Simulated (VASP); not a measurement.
Calculation: vdW-DF-cx, VASP's PBE PAW potentials (set 64) (plane waves; VASP).

The input files of a VASP run:

INCAR:
```
SYSTEM = La
PREC = Accurate; ENCUT = 520; LREAL = .FALSE.
LASPH = .TRUE.
EDIFF = 1E-7; NELM = 100; ALGO = Normal
LMAXMIX = 6
ISMEAR = 1; SIGMA = 0.1
GGA = CX; LUSE_VDW = .TRUE.; AGGAC = 0.0
IBRION = 2; NSW = 30; ISIF = 4
EDIFFG = -0.01
LWAVE = .FALSE.; LCHARG = .FALSE.
```

KPOINTS:
```
Automatic mesh
0
Gamma
10 10 3
0 0 0
```

### POSCAR
```
La
1
    1.7982560043    -3.1146709696     0.0000000000
    1.7982560043     3.1146709696     0.0000000000
    0.0000000000     0.0000000000    11.4797106620
La
4
Direct
  0.0000000000   0.0000000000   0.5000000000
  0.0000000000   0.0000000000   0.0000000000
  0.3333330000   0.6666670000   0.2500000000
  0.6666670000   0.3333330000   0.7500000000
```

POTCAR, in this order: La (PBE.64 set). Program: vasp_std.

What VASP printed:

**OUTCAR**
```
 ion  position               nearest neighbor table
   1  0.000  0.000  0.500-   3 3.54   4 3.54   4 3.54   3 3.54   4 3.54   3 3.54
   2  0.000  0.000  0.000-   3 3.54   4 3.54   4 3.54   3 3.54   4 3.54   3 3.54
   3  0.333  0.667  0.250-   1 3.54   2 3.54   1 3.54   2 3.54   1 3.54   2 3.54
   4  0.667  0.333  0.750-   1 3.54   2 3.54   1 3.54   2 3.54   1 3.54   2 3.54
  LATTYP: Found a hexagonal cell.
 ALAT       =     3.5965121863
 C/A-ratio  =     3.1919009494
 Subroutine PRICEL returns:
 Original cell was already a primitive cell.
 Subroutine GETGRP returns: Found 24 space group operations
The static configuration has the point symmetry D_3d.
 The point group associated with its full space group is D_6h.
The dynamic configuration has the point symmetry D_3d.
 Subroutine INISYM returns: Found 24 space group operations
 Subroutine IBZKPT returns following result:
 Found     28 irreducible k-points:

 Following reciprocal coordinates:
            Coordinates               Weight
  0.000000  0.000000  0.000000      1.000000
  0.100000  0.000000  0.000000      6.000000
  0.200000  0.000000  0.000000      6.000000
  0.300000  0.000000  0.000000      6.000000
  0.400000 -0.000000  0.000000      6.000000
...
```

**OSZICAR**
```
       N       E                     dE             d eps       ncg     rms          rms(c)
DAV:   1     0.572922934945E+03    0.57292E+03   -0.14801E+04  1456   0.237E+03
DAV:   2     0.125352833624E+03   -0.44757E+03   -0.44222E+03  2216   0.465E+02
DAV:   3     0.551358086748E+01   -0.11984E+03   -0.11889E+03  2714   0.282E+02
DAV:   4    -0.906223315241E+01   -0.14576E+02   -0.14313E+02  2688   0.102E+02
DAV:   5    -0.112055166970E+02   -0.21433E+01   -0.20753E+01  2872   0.337E+01    0.600E+00
DAV:   6    -0.113988766074E+02   -0.19336E+00   -0.27288E+00  2784   0.122E+01    0.309E+00
DAV:   7    -0.114183155734E+02   -0.19439E-01   -0.41359E-01  2680   0.474E+00    0.708E-01
DAV:   8    -0.114368764052E+02   -0.18561E-01   -0.87620E-02  2744   0.224E+00    0.358E-01
DAV:   9    -0.114409632477E+02   -0.40868E-02   -0.10196E-02  2904   0.705E-01    0.367E-01
DAV:  10    -0.114496559643E+02   -0.86927E-02   -0.16263E-02  2304   0.824E-01    0.342E-01
DAV:  11    -0.114569133436E+02   -0.72574E-02   -0.18179E-02  2160   0.173E+00    0.638E-01
DAV:  12    -0.114525266328E+02    0.43867E-02   -0.86233E-03  2360   0.105E+00    0.134E-01
DAV:  13    -0.114523777541E+02    0.14888E-03   -0.22500E-03  2672   0.413E-01    0.439E-02
DAV:  14    -0.114523847781E+02   -0.70240E-05   -0.15565E-04  2840   0.110E-01    0.405E-02
DAV:  15    -0.114523847208E+02    0.57300E-07   -0.16846E-05  2720   0.424E-02    0.311E-02
DAV:  16    -0.114523873359E+02   -0.26151E-05   -0.96283E-05  2192   0.115E-01    0.250E-02
DAV:  17    -0.114523794452E+02    0.78907E-05   -0.14147E-05  2472   0.456E-02    0.866E-03
DAV:  18    -0.114523785501E+02    0.89505E-06   -0.41559E-06  2536   0.219E-02    0.166E-03
DAV:  19    -0.114523785320E+02    0.18117E-07   -0.22069E-07  1576   0.490E-03
   1 F= -.11452379E+02 E0= -.11451052E+02  d E =-.114524E+02
       N       E                     dE             d eps       ncg     rms          rms(c)
DAV:   1    -0.114531376863E+02   -0.75914E-03   -0.57840E-02  2158   0.444E+00    0.117E-01
DAV:   2    -0.114527094154E+02    0.42827E-03   -0.20107E-03  2532   0.520E-01    0.623E-02
DAV:   3    -0.114525492145E+02    0.16020E-03   -0.88155E-04  2616   0.307E-01    0.160E-02
DAV:   4    -0.114525496989E+02   -0.48441E-06   -0.50141E-05  2552   0.668E-02    0.989E-03
DAV:   5    -0.114525501045E+02   -0.40562E-06   -0.38731E-06  2560   0.174E-02    0.517E-03
DAV:   6    -0.114525503048E+02   -0.20031E-06   -0.11023E-06  2016   0.883E-03    0.608E-04
DAV:   7    -0.114525503206E+02   -0.15729E-07   -0.11356E-07  1208   0.565E-03
   2 F= -.11452550E+02 E0= -.11451271E+02  d E =-.171789E-03
       N       E                     dE             d eps       ncg     rms          rms(c)
DAV:   1    -0.114533619386E+02   -0.81163E-03   -0.71475E-02  2084   0.493E+00    0.130E-01
DAV:   2    -0.114528368561E+02    0.52508E-03   -0.25011E-03  2532   0.577E-01    0.694E-02
DAV:   3    -0.114526387242E+02    0.19813E-03   -0.10791E-03  2608   0.342E-01    0.178E-02
DAV:   4    -0.114526393053E+02   -0.58112E-06   -0.61406E-05  2544   0.746E-02    0.109E-02
DAV:   5    -0.114526398770E+02   -0.57169E-06   -0.48241E-06  2648   0.190E-02    0.546E-03
DAV:   6    -0.114526400835E+02   -0.20654E-06   -0.13686E-06  2032   0.931E-03    0.699E-04
DAV:   7    -0.114526401018E+02   -0.18259E-07   -0.13626E-07  1160   0.625E-03
   3 F= -.11452640E+02 E0= -.11451431E+02  d E =-.261570E-03
```

File OUTCAR:
```
------------------------ aborting loop because EDIFF is reached ----------------------------------------
  FORCE on cell =-STRESS in cart. coord.  units (eV):
  Direction    XX          YY          ZZ          XY          YZ          ZX
  --------------------------------------------------------------------------------------
  Total        1.6024174      1.6024176      1.5807925      0.0000000      0.0000000      0.0000000
  in kB       19.9646451     19.9646480     19.6952190      0.0000000      0.0000000      0.0000000
  external PRESSURE =      19.8748374 kB  Pullay stress =       0.0000000 kB
  volume of cell :      128.60
      direct lattice vectors                 reciprocal lattice vectors
     1.800751246 -3.118992872  0.000000000     0.277661893 -0.160308157 -0.000000000
     1.800751246  3.118992872  0.000000000     0.277661893  0.160308157 -0.000000000
     0.000000000  0.000000000 11.447918529     0.000000000  0.000000000  0.087352124
 POSITION                                       TOTAL-FORCE (eV/Angst)
 -----------------------------------------------------------------------------------
      0.00000      0.00000      5.72396        -0.000000     -0.000000      0.000000
      0.00000     -0.00000      0.00000        -0.000000     -0.000000      0.000000
      1.80075      1.03967      2.86198        -0.000000      0.000000     -0.000000
      1.80075     -1.03967      8.58594         0.000000     -0.000000      0.000000
 -----------------------------------------------------------------------------------
    total drift:                                0.000000      0.000000      0.000000
  FREE ENERGIE OF THE ION-ELECTRON SYSTEM (eV)
  ---------------------------------------------------
  free  energy   TOTEN  =       -11.4526401018 eV

  energy  without entropy=      -11.4490142377  energy(sigma->0) =      -11.45143148

 reached required accuracy - stopping structural energy minimisation
```
(Selected blocks of OUTCAR.)

CONTCAR:
```
La
   1.00000000000000
     1.8007512458182613   -3.1189928721933975    0.0000000000000000
     1.8007512458182613    3.1189928721933975    0.0000000000000000
     0.0000000000000000    0.0000000000000000   11.4479185289458059
  La
     4
Direct
     0.0000000000000000    0.0000000000000000    0.5000000000000000
     0.0000000000000000    0.0000000000000000    0.0000000000000000
     0.3333330000000032    0.6666669999999968    0.2500000000000000
     0.6666669999999968    0.3333330000000032    0.7500000000000000
```

The compound is La in the dhcp structure. This cell is one point of a volume scan, at 0.94 of the reference volume. Symmetry was kept, so distortions that lower it aren't found.
